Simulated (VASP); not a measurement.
Input:

```
NiSi2
1.0
    0.00000     2.67219     2.67219
    2.67219     0.00000     2.67219
    2.67219     2.67219     0.00000
Si Ni
2 1
Cartesian
  1.33610   1.33610   1.33610
  4.00829   4.00829   4.00829
  0.00000   0.00000   0.00000
```

Level of theory: PBEsol GGA, VASP's PBE PAW potentials (set 64) (plane waves; VASP). Numerical set-up: 520 eV cut-off, 10×10×10 Γ-centred mesh, first-order Methfessel-Paxton smearing of 0.10 eV, potentials Si Ni.

Q: Predict the energy per atom (σ→0), pressure, band gap (on the k-mesh) with the smallest direct gap where there is one.

A: 
```yaml
band gap (on the k-mesh): none (metal, semimetal or under 0.01 eV)
energy per atom (σ→0): -6.322 eV/atom
pressure: 4.67 GPa
```

Only differences to runs with the same potentials and settings are physical.

The compound is NiSi2 in the fluorite structure. This cell is one point of a volume scan, at 0.97 of the reference volume. The run is not spin-polarised, so no magnetic state was tried.
